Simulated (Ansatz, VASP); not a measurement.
# Cross-check of Si54N71O (O_N) between VASP and Ansatz, part 2 of 2

Wanted: the spread between two codes on one cell, functional and k mesh. The cell is taken from a series of runs on this material, whose earlier steps may have relaxed, scaled, displaced or heated it; both programs get it as it stands.

VASP 6.6.1 and Ansatz 0.2.0.

So far. Step 3 (VASP: single point, PBEsol, pair 1): The run ends at a pressure of -1.19 GPa, with forces up to 0.019 eV/Å.

### 5. VASP: single point, PBEsol, pair 2

Level of this step: PBEsol; plane waves and PAW (Si, N, O) (VASP).

With cell and atoms fixed, the geometry can't cause a difference; cores, projectors, grids and the points listed under the comparison can.

Input file INCAR:

```
SYSTEM = Si54N71O
PREC = Accurate
ENCUT = 520
EDIFF = 1E-06
NELM = 120
ISMEAR = -1
SIGMA = 0.01
LREAL = Auto
ALGO = Normal
GGA = PS
NELECT = 578
NBANDS = 384
LORBIT = 11
LWAVE = .FALSE.
LCHARG = .FALSE.
ISIF = 2
ISYM = 0
LASPH = .TRUE.
GGA_COMPAT = .FALSE.
EFERMI = MIDGAP
KPAR = 4
```

Input file POSCAR:

```
Si54N71O
1.0
   11.4366858822      6.6029736727      0.0000000000
  -11.4366858822      6.6029736727      0.0000000000
    0.0000000000      0.0000000000      8.7307673276
Si N O
54 71 1
Direct
    0.0189580223      0.8061924973      0.2525424848
    0.3522126367      0.4737021009      0.2500493246
[... 9 atom lines left out ...]
    0.8596288830      0.5460613988      0.2536067680
[... 1 atom line left out ...]
    0.4594603858      0.3195428616      0.2485219519
[... 2 atom lines left out ...]
    0.6499557390      0.5259461204      0.0822235004
[... 2 atom lines left out ...]
    0.3511396829      0.4703355817      0.5819688409
    0.6859154717      0.1400649556      0.5828438845
[... 1 atom line left out ...]
    0.5444588128      0.6848618737      0.4182101151
    0.8794907011      0.3532416856      0.4180825752
[... 1 atom line left out ...]
    0.4710826627      0.1163398564      0.4125577758
    0.8035564144      0.7839829732      0.4202178677
    0.1811772987      0.2048670034      0.5859768400
[... 1 atom line left out ...]
    0.8636644651      0.5481438263      0.5869013288
[... 1 atom line left out ...]
    0.4300501633      0.2985518799      0.5690924990
[... 2 atom lines left out ...]
    0.6457345198      0.5230020389      0.4451207085
[... 2 atom lines left out ...]
    0.3538151229      0.4734048519      0.9155465120
[... 2 atom lines left out ...]
    0.5479002932      0.6860006834      0.7512816890
[... 2 atom lines left out ...]
    0.4743065856      0.1240073719      0.7458601223
    0.8088560435      0.7906217078      0.7539289751
[... 2 atom lines left out ...]
    0.8674462982      0.5496594616      0.9230824343
[... 1 atom line left out ...]
    0.4598608207      0.3205323744      0.9097627194
[... 2 atom lines left out ...]
    0.6626319607      0.5357407948      0.7340796456
[... 2 atom lines left out ...]
    0.3344802287      0.3343995602      0.2520203581
[... 3 atom lines left out ...]
    0.6674180026      0.6663041921      0.0856276870
[... 7 atom lines left out ...]
    0.4584349031      0.2470287666      0.0779122786
[... 6 atom lines left out ...]
    0.7916215595      0.5474004039      0.0850365713
[... 1 atom line left out ...]
    0.5851269714      0.4543544241      0.2501075852
[... 1 atom line left out ...]
    0.0036391295      0.6685010114      0.5839157508
    0.3158627591      0.3245687511      0.5891556910
[... 3 atom lines left out ...]
    0.6635941617      0.6642915268      0.4226024702
    0.2117097751      0.4557982754      0.5846200443
    0.5464304619      0.1227387812      0.5799305612
    0.8809169911      0.7909569929      0.5860808117
[... 1 atom line left out ...]
    0.4159355652      0.5507680320      0.4158926537
[... 2 atom lines left out ...]
    0.4462601176      0.2320881352      0.4078821793
[... 1 atom line left out ...]
    0.2088559614      0.0887083134      0.5842799148
    0.5436079894      0.7573014952      0.5851860016
    0.8785098329      0.4240656826      0.5853510921
[... 2 atom lines left out ...]
    0.7877332177      0.5415861457      0.4216327882
[... 3 atom lines left out ...]
    0.3344708575      0.3337945248      0.9154921323
[... 3 atom lines left out ...]
    0.6706187669      0.6730089357      0.7599884449
[... 4 atom lines left out ...]
    0.4243806422      0.5458126041      0.7479939441
[... 2 atom lines left out ...]
    0.4581149998      0.2475911134      0.7397441960
[... 6 atom lines left out ...]
    0.8012414049      0.5526507138      0.7579469502
[... 1 atom line left out ...]
    0.5838862101      0.4573621903      0.9082428831
[... 1 atom line left out ...]
    0.5116138344      0.4325542797      0.5132042049
```

Input file KPOINTS:

```
Points of the shifted mesh
8
Reciprocal
 0.2500000000  0.2500000000  0.2500000000 1
 0.2500000000  0.2500000000  0.7500000000 1
 0.2500000000  0.7500000000  0.2500000000 1
 0.2500000000  0.7500000000  0.7500000000 1
 0.7500000000  0.2500000000  0.2500000000 1
 0.7500000000  0.2500000000  0.7500000000 1
 0.7500000000  0.7500000000  0.2500000000 1
 0.7500000000  0.7500000000  0.7500000000 1
```

The projector-augmented-wave data sets are Si, N and O (PBE family, release 64).

Started as:

```
mpirun -np 16 vasp_std
```

Numbers of over 12 decimals in the logs are rounded to 6 here.

Output:

```text
[banner, memory and clock lines left out]
running   16 mpi-ranks, on    1 nodes
[...]
[... a notice as in an earlier step ...]

 [... a notice as in an earlier step ...]

 LDA part: xc-table for (Slater+PW92), standard interpolation
 POSCAR, INCAR and KPOINTS ok, starting setup
[...]
entering main loop
       N       E                     dE             d eps       ncg     rms          rms(c)
DAV:   1     0.273340180799E+04    0.27334E+04   -0.28600E+05  6176   0.140E+03
DAV:   2    -0.942954278455E+03   -0.36764E+04   -0.35294E+04  7528   0.300E+02
DAV:   3    -0.120731851544E+04   -0.26436E+03   -0.26221E+03  7448   0.825E+01
DAV:   4    -0.121323793296E+04   -0.59194E+01   -0.58949E+01  7792   0.126E+01
DAV:   5    -0.121337985465E+04   -0.14192E+00   -0.14169E+00  7472   0.192E+00BRMIX: very serious problems
 the old and the new charge density differ
 old charge density:   577.00000 new  578.00000
BRMIX: very serious problems
 the old and the new charge density differ
 old charge density:   577.00000 new  578.00000
BRMIX: very serious problems
 the old and the new charge density differ
 old charge density:   577.00000 new  578.00000
BRMIX: very serious problems
 the old and the new charge density differ
 old charge density:   577.00000 new  578.00000
    0.868E+01
DAV:   6    -0.107330242451E+04    0.14008E+03   -0.52179E+02  7112   0.311E+01    0.397E+01
DAV:   7    -0.107120983416E+04    0.20926E+01   -0.25887E+01  7784   0.726E+00    0.183E+01
DAV:   8    -0.107026698372E+04    0.94285E+00   -0.17656E+00  7264   0.224E+00    0.633E+00
DAV:   9    -0.107013264050E+04    0.13434E+00   -0.31890E-01  7568   0.104E+00    0.872E-01
[...]
DAV:  15    -0.107015091847E+04   -0.57893E-04   -0.44450E-05  7096   0.103E-02    0.878E-03
DAV:  16    -0.107015093891E+04   -0.20436E-04   -0.26493E-05  7000   0.690E-03    0.544E-03
DAV:  17    -0.107015093899E+04   -0.76645E-07   -0.20115E-06  5552   0.271E-03
   1 F= -.10701509E+04 E0= -.10701509E+04  d E =0.000000E+00
```

From OUTCAR (step 5):

```text
  FREE ENERGIE OF THE ION-ELECTRON SYSTEM (eV)
  ---------------------------------------------------
  free  energy   TOTEN  =     -1070.1509389852 eV

  energy  without entropy=    -1070.1509389852  energy(sigma->0) =    -1070.15093899
```

The run ends at a pressure of 2.44 GPa, with forces up to 0.083 eV/Å.

### 6. Ansatz: single point, PBEsol, pair 2

The same cell, functional, mesh and smearing now go to Ansatz.

The cell is taken from a series of runs on this material, whose earlier steps may have relaxed, scaled, displaced or heated it; both programs get it as it stands.

Input file input.yaml:

```yaml
crystal:
  checkpoint: "../qm1.relax.run"
  host: checkpoint
total_charge: -1
basis:
  ecutwfc: 420
  xc_grid: 2
hamiltonian:
  xc: pbesol
  pseudopotentials: { kind: paw, azcp: { folder: soft_1 }, xc_functional: pbe }
kpoints:
  mp_grid: { grid: [2, 2, 2], shift: [0.5, 0.5, 0.5] }
scf:
  occupations: { method: fermi_dirac, width: 0.01 }
  max_iter: 80
output:
  forces: true
  eigenvalues: true
  charged_corrections:
    epsilon: [4.29, 4.29, 4.37]
    static_epsilon: [8.29, 8.29, 8.25]
    defect_position: [0.576408, 0.453208, 0.583333]
  eigenstates: { localisation: true }
  populations: true
  band_densities: [{ bands: [v1, v1] }, { bands: [c1, c1] }]
  write_density: true
  write_potential: true
  volumetric_format: npy
checkpoint:
  read: "../qm1.relax.run"
  write: "../qm1.point.run"
  compress: false
  write_wavefunctions: false
  write_every: 100000
```

Started as:

```
ansatz run input.yaml --threads 8 --pin off --max-ram 22609MiB --backend cpu --events-out ev --progress --plain --runs-dir out
```

Output:

```text
[...]
Crystal: 126 atoms, lattice volume = 1318.628 Å³
Basis set: ecut = 420 eV, 25805 PW (Γ), exchange–correlation on 180×180×120 points (8 copies of the dense FFT grid, shifted against one another)
Bands: 415, of which v1, the nominal top of the filled ones, is band 289 counted from 1 (288 counted from 0)
Symmetry: 1 space group operations
[...]
k-points: 4 of 8 (time reversal used)
[...]
6     Si      2.6488
     7     Si      2.6523
[...]
122      N      5.8971
   123      N      5.9075
   124      N      5.8752
   125      N      5.9088
  spilling = 0.014184 (of n_electrons = 578.000000)
--- Band densities, each state counted as filled ---
  window                                       electrons  max residual (eV)  cut levels
  bands: [v1, v1]                               2.000000             1.8e-9           0
  bands: [c1, c1]                               2.000000             1.1e-4           0
[key lines of the parts left out:]
SCF converged after 4 iterations
Free energy (F): -61132.741050 eV
Fermi energy:    10.977220 eV
```

### 7. Comparison

Compared:

| quantity | Ansatz | VASP | difference |
| --- | --- | --- | --- |
| gap on the k mesh (eV) | 3.071 | 3.071 | 0.000 |

At this near-relaxed geometry the largest component of a force difference is 67 meV/Å. A gap on the mesh is an upper bound, since the band edges may lie between its points. The cell carries a charge of -1 e against a uniform background, so its pressure also hangs on how the neutralising background is counted, and in a defect's cell a gap may be the spacing between its levels.

### 8. Results

| Item | Value |
| --- | --- |
| difference in gap on the k mesh (single point, PBEsol, pair 1) | 0.0087 eV |
| difference in gap on the k mesh (single point, PBEsol, pair 2) | -3.4e-4 eV |
| r.m.s. force difference (single point, PBEsol, pair 2) | 6.6 meV/Å |

In words: The r.m.s. force difference is 6.6 meV/Å (single point, PBEsol, pair 2), within the 12 meV/Å picked in this series as the mark of a large difference. How closely two codes agree says nothing of how well the functional describes the real material.

[Lines on the potential files, build, host, timing and source positions are cut from VASP's logs without a mark.]

[Logs are printed without paths, hosts, clocks, repeated set-up lines and the standing remarks that a program may print on its own settings, such as how far it seeks lower states.]

[Hosts, paths, dates, database ids (printed as entryN), source tags and the programs' standing remarks are cut or masked in the printed files.]
